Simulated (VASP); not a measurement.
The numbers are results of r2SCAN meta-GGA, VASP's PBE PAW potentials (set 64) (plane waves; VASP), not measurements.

Input for VASP

### KPOINTS_OPT
```
k-points along high-symmetry lines
6
Line-mode
Reciprocal
  0.000000   0.000000   0.000000 ! GAMMA
  0.500000   0.000000   0.000000 ! M

  0.500000   0.000000   0.000000 ! M
  0.333333   0.333333   0.000000 ! K

  0.333333   0.333333   0.000000 ! K
  0.000000   0.000000   0.000000 ! GAMMA

  0.000000   0.000000   0.000000 ! GAMMA
  0.000000   0.000000   0.500000 ! A

  0.000000   0.000000   0.500000 ! A
  0.500000   0.000000   0.500000 ! L

  0.500000   0.000000   0.500000 ! L
  0.333333   0.333333   0.500000 ! H

  0.333333   0.333333   0.500000 ! H
  0.000000   0.000000   0.500000 ! A

  0.500000   0.000000   0.500000 ! L
  0.500000   0.000000   0.000000 ! M

  0.333333   0.333333   0.500000 ! H
  0.333333   0.333333   0.000000 ! K
```

### POSCAR
```
SnTe
4.2200540
  0.9999999269   0.0000000020   0.0000000000
 -0.4999998414   0.8660254044   0.0000000000
  0.0000000000   0.0000000000   0.9870402410
Sn Te
1 1
Cart
  0.0000000000   0.0000000000   0.0000000000
  0.5000005041   0.2886748475   0.4935201205
```

INCAR:
```
# general
SYSTEM  = SnTe
PREC    = Accurate
ENCUT   = 400   # plane-wave cut-off (eV)
LREAL   = .FALSE.   # projection in real space or not
LASPH   = .TRUE.   # aspherical one-centre terms

# electronic loop
EDIFF   = 1E-7
NELM    = 100
ALGO    = Normal   # blocked Davidson
LMAXMIX = 4
LMIXTAU = .TRUE.

# smearing
ISMEAR  = -5   # tetrahedra, Bloechl

# functional
METAGGA = R2SCAN

# ions
ISIF    = 2   # forces and stress, cell fixed

# output
LWAVE   = .FALSE.
LCHARG  = .FALSE.
LORBIT  = 11   # lm-projected
NEDOS   = 601
```

File KPOINTS:
```
Automatic mesh
0
G
 11 11 10
```

POTCAR, in this order: Sn_d Te (PBE.64 set). Program: vasp_std.

Output

File OSZICAR:
```
       N       E                     dE             d eps       ncg     rms          rms(c)
DAV:   1     0.689873171471E+02    0.68987E+02   -0.87165E+03  2724   0.141E+03
DAV:   2    -0.439999130568E+02   -0.11299E+03   -0.11141E+03  2904   0.340E+02
DAV:   3    -0.532735450794E+02   -0.92736E+01   -0.92214E+01  3528   0.949E+01
DAV:   4    -0.535032594343E+02   -0.22971E+00   -0.23006E+00  3062   0.166E+01
DAV:   5    -0.535134369975E+02   -0.10178E-01   -0.10180E-01  4056   0.317E+00    0.445E+00
DAV:   6    -0.504144043273E+02    0.30990E+01   -0.85676E-01  3252   0.159E+01    0.358E+00
DAV:   7    -0.500543054618E+02    0.36010E+00   -0.65653E-01  2868   0.854E+00    0.962E-01
DAV:   8    -0.503769821309E+02   -0.32268E+00   -0.61833E-01  2736   0.534E+00    0.520E-01
DAV:   9    -0.503696805233E+02    0.73016E-02   -0.39322E-02  3144   0.185E+00    0.564E-01
DAV:  10    -0.503684589570E+02    0.12216E-02   -0.24932E-03  3476   0.314E-01    0.673E-01
DAV:  11    -0.503804878173E+02   -0.12029E-01   -0.92165E-02  2730   0.213E+00    0.302E-01
DAV:  12    -0.503804251216E+02    0.62696E-04   -0.67207E-03  3252   0.518E-01    0.305E-01
DAV:  13    -0.503802246763E+02    0.20045E-03   -0.54249E-05  3848   0.609E-02    0.328E-01
DAV:  14    -0.503816456182E+02   -0.14209E-02   -0.12446E-03  2802   0.262E-01    0.265E-01
DAV:  15    -0.503841600312E+02   -0.25144E-02   -0.63526E-03  2994   0.842E-01    0.380E-01
DAV:  16    -0.503843120401E+02   -0.15201E-03   -0.80533E-04  2694   0.262E-01    0.351E-01
DAV:  17    -0.503839362594E+02    0.37578E-03   -0.47845E-04  2700   0.204E-01    0.234E-01
DAV:  18    -0.503835582297E+02    0.37803E-03   -0.49606E-04  3288   0.190E-01    0.854E-02
DAV:  19    -0.503836235983E+02   -0.65369E-04   -0.41561E-05  2736   0.531E-02    0.842E-02
DAV:  20    -0.503835980896E+02    0.25509E-04   -0.41156E-06  3174   0.224E-02    0.743E-02
DAV:  21    -0.503835307892E+02    0.67300E-04   -0.16293E-05  2898   0.368E-02    0.470E-02
DAV:  22    -0.503835026144E+02    0.28175E-04   -0.91257E-06  3288   0.305E-02    0.177E-02
DAV:  23    -0.503834948025E+02    0.78119E-05   -0.80180E-07  3076   0.785E-03    0.105E-02
DAV:  24    -0.503834901031E+02    0.46994E-05   -0.34057E-07  2882   0.526E-03    0.423E-03
DAV:  25    -0.503834859844E+02    0.41187E-05   -0.11176E-07  1374   0.266E-03    0.130E-03
DAV:  26    -0.503834851098E+02    0.87460E-06   -0.26413E-08  1356   0.135E-03    0.474E-04
DAV:  27    -0.503834854433E+02   -0.33350E-06   -0.55907E-09  1362   0.867E-04    0.463E-04
DAV:  28    -0.503834856308E+02   -0.18750E-06   -0.98762E-10  1362   0.318E-04    0.396E-04
DAV:  29    -0.503834854165E+02    0.21431E-06   -0.59859E-10  1362   0.235E-04    0.307E-04
DAV:  30    -0.503834853800E+02    0.36422E-07   -0.16219E-10  1362   0.126E-04
   1 F= -.50383485E+02 E0= -.50383485E+02  d E =0.000000E+00
       N       E                     dE             ncg
```

### OUTCAR
```
------------------------ aborting loop because EDIFF is reached ----------------------------------------
  FORCE on cell =-STRESS in cart. coord.  units (eV):
  Direction    XX          YY          ZZ          XY          YZ          ZX
  --------------------------------------------------------------------------------------
  Total        0.1885585      0.1885585      0.1058494      0.0000000      0.0000000     -0.0000000
  in kB        4.7025915      4.7025922      2.6398507      0.0000007      0.0000000     -0.0000000
  external PRESSURE =       4.0150115 kB  Pullay stress =       0.0000000 kB
  volume of cell :       64.24
      direct lattice vectors                 reciprocal lattice vectors
     4.220053692  0.000000009  0.000000000     0.236963809  0.136811076  0.000000000
    -2.110026331  3.654673972  0.000000000    -0.000000001  0.273622218  0.000000000
     0.000000000  0.000000000  4.165363117     0.000000000  0.000000000  0.240075108
 POSITION                                       TOTAL-FORCE (eV/Angst)
 -----------------------------------------------------------------------------------
      0.00000      0.00000      0.00000         0.000000     -0.000000      0.000000
      2.11003      1.21822      2.08268        -0.000000      0.000000      0.000000
 -----------------------------------------------------------------------------------
    total drift:                               -0.000563      0.000325      0.000000
  FREE ENERGIE OF THE ION-ELECTRON SYSTEM (eV)
  ---------------------------------------------------
  free  energy   TOTEN  =       -50.3834853800 eV

  energy  without entropy=      -50.3834853800  energy(sigma->0) =      -50.38348538

 total charge

# of ion       s       p       d       tot
------------------------------------------
    1        1.341   0.739   9.972  12.053
    2        1.393   1.986   0.028   3.406
--------------------------------------------------
tot          2.734   2.725  10.000  15.459
```
(Selected blocks of OUTCAR.)

File OUTCAR:
```
 val. band max:        6.2186867434   @ k =   0.1818   0.0909   0.2000

 cond. band min:       6.1878420063   @ k =   0.3636   0.1818   0.4000


 Fermi energy:         6.1797322229

 k-point     1 :       0.0000    0.0000    0.0000
  band No.  band energies     occupation
      1     -16.1198      2.00000
      2     -16.1197      2.00000
      3     -16.1076      2.00000
      4     -16.0955      2.00000
      5     -16.0955      2.00000
      6      -6.5860      2.00000
      7       1.3138      2.00000
      8       3.3440      2.00000
      9       4.7951      2.00000
     10       4.7951      2.00000
     11       8.9199      0.00000
     12       8.9199      0.00000
     13      10.2360      0.00000
     14      12.2774      0.00000

 k-point     2 :       0.0909    0.0000    0.0000
  band No.  band energies     occupation
      1     -16.1199      2.00000
      2     -16.1184      2.00000
      3     -16.1069      2.00000
      4     -16.0961      2.00000
      5     -16.0956      2.00000
      6      -6.5152      2.00000
      7       1.0929      2.00000
      8       3.4278      2.00000
      9       4.6404      2.00000
     10       4.7428      2.00000
     11       8.6807      0.00000
     12       9.1671      0.00000
     13      10.5483      0.00000
     14      11.8654      0.00000

 k-point     3 :       0.1818   -0.0000    0.0000
  band No.  band energies     occupation
      1     -16.1206      2.00000
      2     -16.1149      2.00000
      3     -16.1050      2.00000
      4     -16.0980      2.00000
      5     -16.0959      2.00000
      6      -6.3100      2.00000
      7       0.4974      2.00000
      8       3.6719      2.00000
      9       4.2888      2.00000
     10       4.6619      2.00000
     11       8.2537      0.00000
     12       9.7578      0.00000
     13      10.9394      0.00000
     14      11.3057      0.00000

 k-point     4 :       0.2727    0.0000    0.0000
  band No.  band energies     occupation
...
```

For a metal the tetrahedron method with Blöchl corrections gives inexact stress and forces. Unless said otherwise, spin-orbit coupling is left out, though it shifts the bands of the heavy elements here.

The structure was generated: SnTe was put into the WC type (P-6m2), which need not be its known phase. It was relaxed first, which changed the volume by +6 %.
